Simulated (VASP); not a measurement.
Consider the following.

```yaml
crystal:
  lattice:
    - [0.00000, 2.72526, 2.72526]
    - [2.72526, 0.00000, 2.72526]
    - [2.72526, 2.72526, 0.00000]
  atoms:
    - { symbol: S, position: [0.00000, 0.00000, 0.00000] }
    - { symbol: Cd, position: [0.50000, 0.50000, 0.50000] }
```

The numbers are results of r2SCAN meta-GGA, VASP's PBE PAW potentials (set 64) (plane waves; VASP), not measurements. Numerical set-up: 400 eV cut-off, 19×19×19 Γ-centred mesh, Gaussian smearing of 0.010 eV, potentials S Cd.

Q: Give the direction-averaged independent-particle dielectric function (no local fields, no excitons; a broadening of 0.1 eV leaves a tail below the gap, and fine structure carries the noise of the k-mesh).

A: 
```json
[
 {"ħω (eV)": "0.00", "ε₁": "7.79", "ε₂": "0.00"},
 {"ħω (eV)": "0.30", "ε₁": "7.81", "ε₂": "0.02"},
 {"ħω (eV)": "0.70", "ε₁": "7.93", "ε₂": "0.04"},
 {"ħω (eV)": "1.00", "ε₁": "8.08", "ε₂": "0.06"},
 {"ħω (eV)": "1.40", "ε₁": "8.40", "ε₂": "0.10"},
 {"ħω (eV)": "1.80", "ε₁": "8.91", "ε₂": "0.16"},
 {"ħω (eV)": "2.10", "ε₁": "9.50", "ε₂": "0.25"},
 {"ħω (eV)": "2.50", "ε₁": "10.74", "ε₂": "0.72"},
 {"ħω (eV)": "2.80", "ε₁": "11.72", "ε₂": "1.48"},
 {"ħω (eV)": "3.20", "ε₁": "12.61", "ε₂": "3.95"},
 {"ħω (eV)": "3.60", "ε₁": "12.67", "ε₂": "5.87"},
 {"ħω (eV)": "3.90", "ε₁": "13.19", "ε₂": "8.53"},
 {"ħω (eV)": "4.30", "ε₁": "12.49", "ε₂": "12.79"},
 {"ħω (eV)": "4.60", "ε₁": "8.76", "ε₂": "15.65"},
 {"ħω (eV)": "5.00", "ε₁": "1.32", "ε₂": "17.06"},
 {"ħω (eV)": "5.40", "ε₁": "-4.34", "ε₂": "9.59"},
 {"ħω (eV)": "5.70", "ε₁": "-1.17", "ε₂": "6.92"},
 {"ħω (eV)": "6.10", "ε₁": "-0.17", "ε₂": "6.49"},
 {"ħω (eV)": "6.40", "ε₁": "-0.76", "ε₂": "6.61"},
 {"ħω (eV)": "6.80", "ε₁": "-1.14", "ε₂": "5.62"},
 {"ħω (eV)": "7.20", "ε₁": "-1.18", "ε₂": "4.64"},
 {"ħω (eV)": "7.50", "ε₁": "-0.24", "ε₂": "4.17"},
 {"ħω (eV)": "7.90", "ε₁": "-0.01", "ε₂": "3.71"},
 {"ħω (eV)": "8.30", "ε₁": "0.86", "ε₂": "4.16"}
]
```
ε₂ peaks at 4.7 eV (height 17.2); ε₁(0) averages 7.79, so the electronic refractive index below the gap tends to √7.79 = 2.79.

The structure was generated: CdS was put into the rocksalt type (Fm-3m), which need not be its known phase. It was relaxed first, which changed the volume by +11 %.
